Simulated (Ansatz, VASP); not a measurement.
# Cross-check of Ti28Si19O94 (undercooled, nearly rigid 60TiO2-40SiO2 (mol %) at 1500 K) between VASP and Ansatz

Aim: how closely do two programs agree when they are given the same cell, functional and k mesh? The cell is taken from a series of runs on this material, whose earlier steps may have relaxed, scaled, displaced or heated it; both programs get it as it stands.

Main program and level: Ansatz 0.2.0; plane waves, with VASP 6.6.1 beside it; single point at revPBE.

## (1) Set-up

The cell holds 141 atoms: 28 Ti, 19 Si and 94 O. Cell: a = 12.901 Å, b = 12.901 Å, c = 12.901 Å, α = 90.0°, β = 90.0°, γ = 90.0°. As first built, before any earlier steps moved the atoms (in the runner's words): 141 atoms (28 Ti, 19 Si, 94 O) placed at random at 2.96 g/cm^3, melted at 4000 K for 10 ps at fixed volume with the Morse and Coulomb pair potential with partial charges (Pedone, Malavasi, Menziani, Cormack and Segre, J. Phys. Chem. B 110, 11780 (2006)). Snapshot at the end of a hold of 10 ps at 1500 K and zero pressure.

## (2) VASP: single point, revPBE

With cell and atoms fixed, the geometry can't cause a difference; cores, projectors, grids and the points listed under the comparison can.

Lines of VASP's logs that name or quote its potential files are left out, and so is its time.

File INCAR:

```
SYSTEM = Ti28Si19O94
PREC = Accurate
ENCUT = 600
EDIFF = 1E-06
NELM = 120
ISMEAR = 0
SIGMA = 0.05
LREAL = Auto
ALGO = Normal
GGA = RE
NBANDS = 586
LASPH = .TRUE.
LORBIT = 11
LWAVE = .FALSE.
LCHARG = .FALSE.
ISIF = 2
GGA_COMPAT = .FALSE.
EFERMI = MIDGAP
```

File POSCAR:

```
Ti28Si19O94
1.0
   12.9008600000      0.0000000000      0.0000000000
    0.0000000000     12.9008600000      0.0000000000
    0.0000000000      0.0000000000     12.9008600000
Ti Si O
28 19 94
Direct
    0.4987900000      0.9291500000      0.8055400000
    0.8105200000      0.6855100000      0.6995100000
    0.4959800000      0.1303900000      0.0909200000
    0.3266100000      0.8625100000      0.3176300000
    0.6825900000      0.2720300000      0.9234100000
    0.9131100000      0.8080300000      0.2849100000
    0.4837500000      0.8712400000      0.0809200000
    0.1120700000      0.9329900000      0.0053400000
    0.1137800000      0.3125400000      0.0285600000
    0.8055500000      0.2743600000      0.5806600000
    0.9794500000      0.0368600000      0.4140700000
    0.9107800000      0.4641600000      0.2432300000
    0.7349300000      0.6312200000      0.3385000000
    0.5927100000      0.8392100000      0.3205400000
    0.6079900000      0.4652000000      0.5278100000
    0.1257700000      0.4931300000      0.6134900000
    0.6214600000      0.8307500000      0.5840400000
    0.2582000000      0.7271700000      0.1027800000
    0.2840400000      0.9819400000      0.8010700000
    0.5782200000      0.4349900000      0.0957800000
    0.4766600000      0.1955700000      0.7433200000
    0.2367500000      0.3076700000      0.3704000000
    0.3485500000      0.3643900000      0.1325500000
    0.9414000000      0.8784500000      0.8021500000
    0.7474600000      0.6185500000      0.9757700000
    0.0662100000      0.2736200000      0.7707700000
    0.2218900000      0.6931800000      0.4941400000
    0.5546200000      0.5809700000      0.7748500000
    0.1015800000      0.6282900000      0.2738500000
    0.6882000000      0.0368000000      0.9269200000
[... 105 atom lines left out ...]
    0.4178900000      0.0609000000      0.7883600000
    0.1239700000      0.1848900000      0.6786400000
    0.8897200000      0.0024100000      0.7531000000
    0.6036400000      0.5159600000      0.6575200000
    0.2121500000      0.9946600000      0.9215900000
    0.4321500000      0.0087200000      0.0957200000
```

File KPOINTS:

```
Automatic mesh
0
Gamma
1 1 1
0 0 0
```

The projector-augmented-wave data sets are Ti_sv, Si and O (PBE family, release 64).

On the command line:

```
> export OMP_NUM_THREADS=4
> mpirun -np 1 vasp_gam
```

Numbers of over 12 decimals in the logs are rounded to 6 here.

The log of the run:

```text
[banner, memory and clock lines left out]
running    1 mpi-ranks, on    1 nodes
[...]
Offloading initialized ...    1 GPUs detected
[...]
|                                                                             |
|               ----> ADVICE to this user running VASP <----                  |
|                                                                             |
|     You enforced a specific xc type in the INCAR file but a different       |
|     [... a line on the potential file left out ...]
|     I HOPE YOU KNOW WHAT YOU ARE DOING!                                     |
|                                                                             |

 LDA part: xc-table for (Slater+PW92), standard interpolation
 POSCAR, INCAR and KPOINTS ok, starting setup
[...]
entering main loop
       N       E                     dE             d eps       ncg     rms          rms(c)
DAV:   1     0.172180202198E+05    0.17218E+05   -0.58658E+05  1172   0.206E+03
DAV:   2     0.249210218551E+04   -0.14726E+05   -0.13936E+05  1212   0.589E+02
DAV:   3    -0.107184744721E+04   -0.35639E+04   -0.34181E+04  1364   0.263E+02
DAV:   4    -0.141352063826E+04   -0.34167E+03   -0.34047E+03  1568   0.907E+01
[...]
DAV:  19    -0.114928288235E+04   -0.28082E-04   -0.63257E-05  1416   0.167E-02    0.138E-02
DAV:  20    -0.114928288604E+04   -0.36947E-05   -0.23234E-05  1616   0.102E-02    0.837E-03
DAV:  21    -0.114928288567E+04    0.37675E-06   -0.61055E-06  1264   0.474E-03
   1 F= -.11492829E+04 E0= -.11492829E+04  d E =-.211415E-68
```

From OUTCAR (step 2):

```text
  FREE ENERGIE OF THE ION-ELECTRON SYSTEM (eV)
  ---------------------------------------------------
  free  energy   TOTEN  =     -1149.2828856665 eV

  energy  without entropy=    -1149.2828856665  energy(sigma->0) =    -1149.28288567
```

This run has no spin polarisation, so a moment on Ti, if there is one, isn't seen.

## (3) Ansatz: single point, revPBE

Ansatz runs on its default PAW (the set named soft_2) files.

The same cell, functional, mesh and smearing now go to Ansatz, which takes its cutoff from its data sets.

File input.yaml:

```yaml
crystal:
  lattice:
    - [12.90086, 0.0, 0.0]
    - [0.0, 12.90086, 0.0]
    - [0.0, 0.0, 12.90086]
  atoms:
    - { symbol: Ti, position: [0.49879, 0.92915, 0.80554] }
    - { symbol: Ti, position: [0.81052, 0.68551, 0.69951] }
    - { symbol: Ti, position: [0.49598, 0.13039, 0.09092] }
    - { symbol: Ti, position: [0.32661, 0.86251, 0.31763] }
    - { symbol: Ti, position: [0.68259, 0.27203, 0.92341] }
    - { symbol: Ti, position: [0.91311, 0.80803, 0.28491] }
    - { symbol: Ti, position: [0.48375, 0.87124, 0.08092] }
    - { symbol: Ti, position: [0.11207, 0.93299, 0.00534] }
    - { symbol: Ti, position: [0.11378, 0.31254, 0.02856] }
    - { symbol: Ti, position: [0.80555, 0.27436, 0.58066] }
    - { symbol: Ti, position: [0.97945, 0.03686, 0.41407] }
    - { symbol: Ti, position: [0.91078, 0.46416, 0.24323] }
    - { symbol: Ti, position: [0.73493, 0.63122, 0.3385] }
    - { symbol: Ti, position: [0.59271, 0.83921, 0.32054] }
    - { symbol: Ti, position: [0.60799, 0.4652, 0.52781] }
    - { symbol: Ti, position: [0.12577, 0.49313, 0.61349] }
    - { symbol: Ti, position: [0.62146, 0.83075, 0.58404] }
    - { symbol: Ti, position: [0.2582, 0.72717, 0.10278] }
    - { symbol: Ti, position: [0.28404, 0.98194, 0.80107] }
    - { symbol: Ti, position: [0.57822, 0.43499, 0.09578] }
    - { symbol: Ti, position: [0.47666, 0.19557, 0.74332] }
    - { symbol: Ti, position: [0.23675, 0.30767, 0.3704] }
    - { symbol: Ti, position: [0.34855, 0.36439, 0.13255] }
    - { symbol: Ti, position: [0.9414, 0.87845, 0.80215] }
    - { symbol: Ti, position: [0.74746, 0.61855, 0.97577] }
    - { symbol: Ti, position: [0.06621, 0.27362, 0.77077] }
    - { symbol: Ti, position: [0.22189, 0.69318, 0.49414] }
    - { symbol: Ti, position: [0.55462, 0.58097, 0.77485] }
    - { symbol: Si, position: [0.10158, 0.62829, 0.27385] }
    - { symbol: Si, position: [0.6882, 0.0368, 0.92692] }
[... 105 atom lines left out ...]
    - { symbol: O, position: [0.41789, 0.0609, 0.78836] }
    - { symbol: O, position: [0.12397, 0.18489, 0.67864] }
    - { symbol: O, position: [0.88972, 0.00241, 0.7531] }
    - { symbol: O, position: [0.60364, 0.51596, 0.65752] }
    - { symbol: O, position: [0.21215, 0.99466, 0.92159] }
    - { symbol: O, position: [0.43215, 0.00872, 0.09572] }
kpoints:
  mp_grid: { grid: [1, 1, 1] }
hamiltonian:
  xc: revpbe
scf:
  occupations: { method: gaussian, width: 0.05 }
output:
  forces: true
  stress: true
  populations: intrinsic
  dos:
    method: { smearing: { sigma: 0.15 } }
    de: 0.1
    projected: { site_lists: { O: [O], Si: [Si], Ti: [Ti] } }
  eigenvalues: true
```

On the command line:

```
> ansatz run input.yaml --threads 8 --pin off --max-ram 15872MiB --backend cpu --events-out ev --progress --plain --runs-dir out
```

The log of the run:

```text
Engine: ansatz 0.2.0, aarch64-unknown-linux-gnu
Pseudopotentials: kind: paw
Pseudopotential: Ti, paw, valence charge 12, recommended cutoff 420 eV (normal), Ti.paw.azcp
Pseudopotential: Si, paw, valence charge 4, recommended cutoff 420 eV (normal), Si.paw.azcp
Pseudopotential: O, paw, valence charge 6, recommended cutoff 420 eV (normal), O.paw.azcp
Functional definition: revPBE
  parameter kappa = 1.245
  parameter beta = 0.066725
  exchange = pbe_x(kappa = kappa, mu = beta*pi^2/3)
  correlation = pbe_c(beta = beta)
Crystal: 141 atoms, lattice volume = 2147.118 Å³
Basis set: ecut = 420 eV, 41923 PW (Γ), exchange–correlation on 180×180×180 points (8 copies of the dense FFT grid, shifted against one another)
Bands: 629, of which v1, the nominal top of the filled ones, is band 488 counted from 1 (487 counted from 0)
Symmetry: 1 space group operations
Space group: P1 (ITA 1), of the structure as read, at distance tolerance 1.3e-4 Å
k-points: 1
Non-local potential: Ti, projectors of the file, l = 0: 3, l = 1: 2, l = 2: 3, l = 3: 1
Non-local potential: Si, projectors of the file, l = 0: 2, l = 1: 2, l = 2: 2
Non-local potential: O, projectors of the file, l = 0: 2, l = 1: 2, l = 2: 1
PAW form: soft (Blöchl's): semilocal exchange-correlation on the pseudo side does not see the compensation charge
PAW frozen core: Ti, regenerated for the run's functional, and the local potential with it (the file was generated under x = pbe(κ = 0.804, μ = 0.219515), c = pbe(β = 0.066725))
PAW frozen core: Si, regenerated for the run's functional, and the local potential with it (the file was generated under x = pbe(κ = 0.804, μ = 0.219515), c = pbe(β = 0.066725))
PAW frozen core: O, regenerated for the run's functional, and the local potential with it (the file was generated under x = pbe(κ = 0.804, μ = 0.219515), c = pbe(β = 0.066725))
PAW one-centre angular grid: Ti, 590 points (default); XC on 64 Gauss nodes
PAW one-centre angular grid: Si, 110 points (default); XC on 64 Gauss nodes
PAW one-centre angular grid: O, 110 points (default); XC on 64 Gauss nodes
Initial density: superposition of atomic densities (neutral atoms: chi_scale 0, normalization atom), corrected by the library's trained network
Initial wavefunctions: pseudopotential atomic-orbital guess
Functional: x = revpbe(κ = 1.245, μ = 0.219515), c = pbe(β = 0.066725)
SCF iter   1: F=—  HF=-135829.629119 eV  |F-HF|=—  |Δ(HF+E_count)|=         —  Δρ=5.23e-3  dr2=9.82e-1  ethr=1.77e-3  ⟨swp⟩=6.0  Hψ=2395  notcnv=0  defer=89
preconditioner: auto → Resta (q_TF=auto, 2.392 Å⁻¹)  ε∞=5.0  [insulator: Δε(μ)=1.876 eV  Ē_g=10.971 eV  σ=0.050 eV  W_gap=1.00  n_scr=484 (ndim 8)  ℏωp=22.0 eV  f_vac=0.212  D(μ)=0.00/eV (n_scr^D=0)  ε∞_Penn≈5.0]
SCF iter   2: F=—  HF=-135829.520616 eV  |F-HF|=—  |Δ(HF+E_count)|=   1.09e-1  Δρ=3.32e-3  dr2=2.47e-1  ethr=1.01e-4  ⟨swp⟩=3.0  Hψ=1222  notcnv=0  defer=135
SCF iter   3: F=—  HF=-135829.503704 eV  |F-HF|=—  |Δ(HF+E_count)|=   1.69e-2  Δρ=1.89e-3  dr2=1.30e-1  ethr=2.53e-5  ⟨swp⟩=3.0  Hψ=989  notcnv=0  defer=135
SCF iter   4: F=—  HF=-135829.491335 eV  |F-HF|=—  |Δ(HF+E_count)|=   1.24e-2  Δρ=7.42e-4  dr2=2.15e-2  ethr=1.33e-5  ⟨swp⟩=2.0  Hψ=959  notcnv=0  defer=135
SCF iter   5: F=—  HF=-135829.489746 eV  |F-HF|=—  |Δ(HF+E_count)|=   1.59e-3  Δρ=3.83e-4  dr2=4.17e-3  ethr=2.20e-6  ⟨swp⟩=2.0  Hψ=988  notcnv=0  defer=135
SCF iter   6: F=—  HF=-135829.490302 eV  |F-HF|=—  |Δ(HF+E_count)|=   5.56e-4  Δρ=2.30e-4  dr2=1.34e-3  ethr=4.27e-7  ⟨swp⟩=2.0  Hψ=826  notcnv=0  defer=135
SCF iter   7: F=—  HF=-135829.490682 eV  |F-HF|=—  |Δ(HF+E_count)|=   3.81e-4  Δρ=1.17e-4  dr2=3.32e-4  ethr=1.37e-7  ⟨swp⟩=2.0  Hψ=826  notcnv=0  defer=135
SCF iter   8: F=—  HF=-135829.490774 eV  |F-HF|=—  |Δ(HF+E_count)|=   9.19e-5  Δρ=4.61e-5  dr2=5.20e-5  ethr=3.40e-8  ⟨swp⟩=2.0  Hψ=856  notcnv=0  defer=135
SCF iter   9: F=—  HF=-135829.491653 eV  |F-HF|=—  |Δ(HF+E_count)|=   8.79e-4  Δρ=2.95e-5  dr2=2.23e-5  ethr=5.32e-9  ⟨swp⟩=2.0  Hψ=1115  notcnv=0  defer=135
SCF iter  10: F=—  HF=-135829.491662 eV  |F-HF|=—  |Δ(HF+E_count)|=   8.33e-6  Δρ=1.31e-5  dr2=4.39e-6  ethr=2.28e-9  ⟨swp⟩=2.0  Hψ=980  notcnv=0  defer=135
SCF iter  11: F=—  HF=-135829.491663 eV  |F-HF|=—  |Δ(HF+E_count)|=   1.89e-6  Δρ=6.55e-6  dr2=1.09e-6  ethr=4.50e-10  ⟨swp⟩=2.0  Hψ=980  notcnv=0  defer=135
SCF iter  12: F=—  HF=-135829.491664 eV  |F-HF|=—  |Δ(HF+E_count)|=   5.16e-7  Δρ=3.45e-6  dr2=3.02e-7  ethr=1.12e-10  ⟨swp⟩=2.0  Hψ=980  notcnv=0  defer=135
SCF iter  13: F=-135829.491664 eV  HF=-135829.491664 eV  |F-HF|=1.46e-9  |Δ(HF+E_count)|=   2.18e-7  Δρ=1.92e-6  dr2=9.55e-8  ethr=1.02e-11  ⟨swp⟩=11.0  Hψ=2866  notcnv=0
SCF 1 converged in 13 iterations: F = -135829.491664 eV  dr2 = 9.55e-8
[...]
--- intrinsic populations: 141 sites ---
  site symbol       q [e]
     0     Ti     10.6133
     1     Ti     10.6301
     2     Ti     10.6253
     3     Ti     10.6515
     4     Ti     10.6114
     5     Ti     10.6058
     6     Ti     10.6392
     7     Ti     10.6062
     8     Ti     10.6086
     9     Ti     10.5831
    10     Ti     10.5701
    11     Ti     10.6129
    12     Ti     10.6625
    13     Ti     10.6281
    14     Ti     10.6027
    15     Ti     10.6209
    16     Ti     10.6297
    17     Ti     10.5998
    18     Ti     10.5854
    19     Ti     10.6360
    20     Ti     10.5960
    21     Ti     10.5926
    22     Ti     10.6367
    23     Ti     10.6073
[...]
133      O      6.7102
   134      O      6.7938
   135      O      6.7724
   136      O      6.7561
   137      O      6.8052
   138      O      6.6359
   139      O      6.6545
   140      O      6.6431
  spilling = -0.000000 (of n_electrons = 976.000000)
```

## (4) Differences

Known differences besides the potentials themselves: the cutoff is 420 eV in Ansatz and 600 eV in VASP (PREC = Accurate, projectors in real space); Ansatz makes its cores anew for this functional, VASP keeps those of its PBE data sets. Total energies have different zeros and are not compared.

Both answers:

```csv
quantity,Ansatz,VASP,difference
pressure (GPa),0.69,0.67,+0.02
gap on the k mesh (eV),1.269,1.246,+0.023
```

Forces on 10 of the 141 atoms, those with the largest forces and the largest differences (eV/Å; atoms numbered as in POSCAR):

```csv
atom,"Ansatz x, y, z","VASP x, y, z"
Ti1,"2.458, -0.285, 0.061","2.427, -0.282, 0.063"
Ti4,"-0.036, -0.008, 0.079","0.017, 0.015, 0.147"
Ti21,"0.517, 1.158, -0.290","0.446, 1.108, -0.336"
O52,"-0.374, 1.741, 0.485","-0.375, 1.670, 0.466"
O79,"0.847, -0.535, 1.398","0.807, -0.513, 1.347"
O82,"-0.848, 0.604, 1.671","-0.878, 0.613, 1.661"
O108,"-0.077, 0.306, -1.764","-0.066, 0.289, -1.791"
O129,"0.009, -0.030, -0.120","-0.061, -0.032, -0.210"
O136,"-0.686, -1.567, 0.408","-0.682, -1.548, 0.410"
O140,"1.082, 0.173, -1.463","1.072, 0.194, -1.426"
```

The forces differ by 27 meV/Å r.m.s., which is 7.8 % of the r.m.s. force of 0.346 eV/Å (both taken over all components). A gap on the mesh is an upper bound, since the band edges may lie between its points.

## (5) Outcome

| Quantity | Value |
| --- | --- |
| r.m.s. force difference (single point, revPBE) | 7.8 % of the r.m.s. force |

What this shows: The r.m.s. force difference is 7.8 % of the r.m.s. force (single point, revPBE), beyond the 3 % picked in this series as the mark of a large difference. What causes the difference of the single point, revPBE pair stays open here. How closely two codes agree says nothing of how well the functional describes the real material.

[Lines on the potential files, build, host, timing and source positions are cut from VASP's logs without a mark.]

[Logs are printed without paths, hosts, clocks, repeated set-up lines and the standing remarks that a program may print on its own settings, such as how far it seeks lower states.]

[Hosts, paths, dates, database ids (printed as entryN), source tags and the programs' standing remarks are cut or masked in the printed files.]
